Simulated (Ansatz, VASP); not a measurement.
# SiH4C (SiC wire along [110], 2 atoms a period, H-terminated) in two plane-wave programs, part 2 of 2

One calculation is typed for both programs; each brings its own data sets. How far apart do they land? The cell is taken from a series of runs on this material, whose earlier steps may have relaxed, scaled, displaced or heated it; both programs get it as it stands.

VASP 6.6.1 and Ansatz 0.2.0.

So far: Set-up; VASP: single point, PBE; Ansatz: single point, PBE; Side by side; VASP: single point, LDA.

**6. Ansatz: single point, LDA**

Level of this step: Ansatz beside VASP: Kohn-Sham DFT, plane waves, LDA (Ansatz).

The same cell, functional (in two slightly different forms), mesh and smearing now go to Ansatz, which takes its cutoff from its data sets.

The cell is taken from a series of runs on this material, whose earlier steps may have relaxed, scaled, displaced or heated it; both programs get it as it stands.

File input.yaml:

```yaml
crystal:
  lattice:
    - [9.39, 0.0, 0.0]
    - [0.0, 9.2, 0.0]
    - [0.0, 0.0, 3.1547205077]
  atoms:
    - { symbol: H, position: [0.362524864, 0.63139812, 0.0] }
    - { symbol: Si, position: [0.456773124, 0.500027171, 0.0] }
    - { symbol: C, position: [0.566705413, 0.500027171, 0.5] }
    - { symbol: H, position: [0.636549722, 0.403786148, 0.5] }
    - { symbol: H, position: [0.636549722, 0.596268194, 0.5] }
    - { symbol: H, position: [0.362524864, 0.368656222, 0.0] }
kpoints:
  mp_grid: { grid: [1, 1, 20] }
  band_path: { path: ["Γ", Z], npoints: 50 }
scf:
  occupations: { method: fermi_dirac, width: 0.05 }
hamiltonian:
  xc: lda
```

Command:

```console
$ ansatz run input.yaml --threads 8 --pin off --max-ram 16384MiB --backend cpu --events-out ev --progress --plain --runs-dir out
```

Numbers of over 12 decimals in the logs are rounded to 6 here.

Log:

```text
[...]
Crystal: 6 atoms, lattice volume = 272.530 Å³
Basis set: ecut = 420 eV, 5331 PW (Γ)
Bands: 12, of which v1, the nominal top of the filled ones, is band 6 counted from 1 (5 counted from 0)
Symmetry: 4 space group operations
[...]
k-points: 11 of 20
[...]
--- Band table (eV; the first three rows and the last of 11) ---
  k-point 0: bands = [... 2 lower, -9.5032, -6.5047, -6.2320, -5.0968, -0.0222, 0.7608, 1.2092, 1.5387, ... 2 higher]
  k-point 1: bands = [... 2 lower, -9.4839, -6.4970, -6.2404, -5.2452, 0.0437, 0.8239, 1.2593, 1.5740, ... 2 higher]
  k-point 2: bands = [... 2 lower, -9.4269, -6.4753, -6.2790, -5.6189, 0.1990, 0.9642, 1.4073, 1.6799, ... 2 higher]
  k-point 10: bands = [... 2 lower, -8.4980, -7.8766, -6.9822, -6.3490, 0.8339, 1.9121, 2.5678, 2.5825, ... 2 higher]
[key lines of the parts left out:]
SCF converged after 7 iterations
Free energy (F): -914.330135 eV
Fermi energy:    -2.568172 eV
```

**7. Differences**

What differs besides the data sets and the points named for the pairs above, as far as they apply: VASP's log shows a relativistic correction to its local exchange, Ansatz's none. Total energies have different zeros and are not compared.

Both answers:

```tsv
quantity	Ansatz	VASP	difference
gap on the k mesh (eV)	5.075	5.075	0.000
```

A gap on the mesh is an upper bound, since the band edges may lie between its points.

**8. VASP: single point, PBEsol**

A single point gives forces, pressure and levels at one fixed geometry, so differences don't come from the geometry; what else differs is listed under the comparison.

File INCAR:

```
SYSTEM = SiH4C
PREC = Accurate
ENCUT = 520
EDIFF = 1E-06
NELM = 120
ISMEAR = -1
SIGMA = 0.05
LREAL = .FALSE.
ALGO = Normal
GGA = PS
NBANDS = 12
LORBIT = 11
LWAVE = .FALSE.
LCHARG = .FALSE.
ISIF = 2
LASPH = .TRUE.
GGA_COMPAT = .FALSE.
EFERMI = MIDGAP
KPAR = 2
```

File POSCAR:

```
SiH4C
1.0
    9.3900000000      0.0000000000      0.0000000000
    0.0000000000      9.2000000000      0.0000000000
    0.0000000000      0.0000000000      3.1547205077
H Si C
4 1 1
Direct
    0.3625248640      0.6313981200      0.0000000000
    0.6365497220      0.4037861480      0.5000000000
    0.6365497220      0.5962681940      0.5000000000
    0.3625248640      0.3686562220      0.0000000000
    0.4567731240      0.5000271710      0.0000000000
    0.5667054130      0.5000271710      0.5000000000
```

File KPOINTS:

```
Automatic mesh
0
Gamma
1 1 20
0 0 0
```

The projector-augmented-wave data sets are H, Si and C (PBE family, release 64).

Command:

```console
$ mpirun -np 2 vasp_std
```

Log:

```text
[banner, memory and clock lines left out]
running    2 mpi-ranks, on    1 nodes
[...]
[... a notice as in an earlier step ...]

 LDA part: xc-table for (Slater+PW92), standard interpolation
 POSCAR, INCAR and KPOINTS ok, starting setup
[...]
entering main loop
       N       E                     dE             d eps       ncg     rms          rms(c)
DAV:   1     0.623659193976E+02    0.62366E+02   -0.38247E+03   264   0.667E+02
DAV:   2    -0.203830502260E+02   -0.82749E+02   -0.74605E+02   392   0.126E+02
DAV:   3    -0.319963931102E+02   -0.11613E+02   -0.11557E+02   348   0.591E+01
DAV:   4    -0.325310877274E+02   -0.53469E+00   -0.53410E+00   384   0.153E+01
[...]
DAV:  17    -0.290885693854E+02   -0.19985E-04   -0.33659E-06   392   0.720E-03    0.834E-04
DAV:  18    -0.290885731540E+02   -0.37686E-05   -0.48745E-07   328   0.292E-03    0.541E-04
DAV:  19    -0.290885740763E+02   -0.92236E-06   -0.64103E-08   348   0.106E-03
   1 F= -.29088574E+02 E0= -.29088574E+02  d E =0.000000E+00
```

OUTCAR, selected parts (step 8):

```text
  Total       -0.0483561      0.2428505     -0.5512824      0.0000000      0.0000000      0.0000000
  in kB       -0.2842807      1.4276945     -3.2409358      0.0000000      0.0000000      0.0000000
  external PRESSURE =      -0.6991740 kB  Pullay stress =       0.0000000 kB

 POSITION                                       TOTAL-FORCE (eV/Angst)
 -----------------------------------------------------------------------------------
      3.40411      5.80886      0.00000        -0.029092      0.043758      0.000000
      5.97720      3.71483      1.57736         0.062078     -0.102083      0.000000
      5.97720      5.48567      1.57736         0.062078      0.102083      0.000000
      3.40411      3.39164      0.00000        -0.029092     -0.043758      0.000000
      4.28910      4.60025      0.00000         0.160422     -0.000000      0.000000
      5.32136      4.60025      1.57736        -0.226395     -0.000000      0.000000
 -----------------------------------------------------------------------------------
    total drift:                               -0.000119     -0.000000     -0.000000

  FREE ENERGIE OF THE ION-ELECTRON SYSTEM (eV)
  ---------------------------------------------------
  free  energy   TOTEN  =       -29.0885740763 eV

  energy  without entropy=      -29.0885740763  energy(sigma->0) =      -29.08857408

[... 2 parts as in an earlier step ...]

[... 1 further part left out ...]
[key lines of the parts left out:]
E-fermi :  -2.5282
```

**9. Ansatz: single point, PBEsol**

The same cell, functional, mesh and smearing now go to Ansatz, which takes its cutoff from its data sets.

The cell is taken from a series of runs on this material, whose earlier steps may have relaxed, scaled, displaced or heated it; both programs get it as it stands.

Edit input.yaml of step 6 so:

```diff
@@ -18,2 +18,2 @@
 hamiltonian:
-  xc: lda
+  xc: pbesol
```

Command:

```console
$ ansatz run input.yaml --threads 8 --pin off --max-ram 16384MiB --backend cpu --events-out ev --progress --plain --runs-dir out
```

Log:

```text
[...]
Crystal: 6 atoms, lattice volume = 272.530 Å³
Basis set: ecut = 420 eV, 5331 PW (Γ)
Bands: 12, of which v1, the nominal top of the filled ones, is band 6 counted from 1 (5 counted from 0)
Symmetry: 4 space group operations
[...]
k-points: 11 of 20
[...]
--- Band table (eV; the first three rows and the last of 11) ---
  k-point 0: bands = [... 2 lower, -9.3845, -6.4062, -6.1081, -4.9388, 0.1548, 0.8538, 1.3573, 1.6537, ... 2 higher]
  k-point 1: bands = [... 2 lower, -9.3655, -6.3988, -6.1171, -5.0876, 0.2160, 0.9215, 1.4100, 1.6892, ... 2 higher]
  k-point 2: bands = [... 2 lower, -9.3094, -6.3779, -6.1566, -5.4631, 0.3607, 1.0769, 1.5605, 1.7954, ... 2 higher]
  k-point 10: bands = [... 2 lower, -8.3996, -7.7476, -6.8567, -6.2570, 1.0781, 2.1306, 2.7958, 2.8151, ... 2 higher]
[key lines of the parts left out:]
SCF converged after 6 iterations
Free energy (F): -931.290380 eV
Fermi energy:    -2.401640 eV
```

**10. Comparison**

What differs besides the data sets and the points named for the pairs above, as far as they apply: Ansatz makes its cores anew for this functional, VASP keeps those of its PBE data sets. Total energies have different zeros and are not compared.

Compared:

```tsv
quantity	Ansatz	VASP	difference
gap on the k mesh (eV)	5.094	5.094	-0.001
```

A gap on the mesh is an upper bound, since the band edges may lie between its points.

**11. Results**

```json
{"difference in gap on the k mesh (single point, PBE)": "-0.0039 eV", "difference in gap on the k mesh (single point, LDA)": "-1.8e-4 eV", "difference in gap on the k mesh (single point, PBEsol)": "-6.8e-4 eV"}
```

The difference in gap on the k mesh is -0.0039 eV (single point, PBE), within the 0.08 eV picked in this series as the mark of a large difference. 3 further runs of this series are not shown here. How closely two codes agree says nothing of how well the functional describes the real material.

[Lines on the potential files, build, host, timing and source positions are cut from VASP's logs without a mark.]

[Logs are printed without paths, hosts, clocks, repeated set-up lines and the standing remarks that a program may print on its own settings, such as how far it seeks lower states.]

[Hosts, paths, dates, database ids (printed as entryN), source tags and the programs' standing remarks are cut or masked in the printed files.]
